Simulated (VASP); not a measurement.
Consider the following.

```xyz
2
Lattice="0.0000 3.2079 3.2079 3.2079 0.0000 3.2079 3.2079 3.2079 0.0000" Properties=species:S:1:pos:R:3 pbc="T T T"
K      0.0000     0.0000     0.0000
Cl     3.2079     3.2079     3.2079
```
Cell charge +0.1.

Level of theory: PBE GGA, VASP's PBE PAW potentials (set 64) (plane waves; VASP). Run with NELECT = 15.9, 400 eV cut-off, 7×7×7 Γ-centred mesh, Gaussian smearing of 0.050 eV, potentials K_sv Cl.

The cell is charged, with a uniform compensating background.

Question: Give the stress tensor in GPa (positive for a compressed cell).

Answer: 
```
-1.09   0.00   0.00
 0.00  -1.09   0.00
 0.00   0.00  -1.09
```
The pressure is its mean diagonal, -1.09 GPa.

The compound is KCl in the rock salt structure. The cell was not relaxed at this level. The run is one of a series of settings (NELECT = 15.9 against the base run), some of them coarse on purpose.
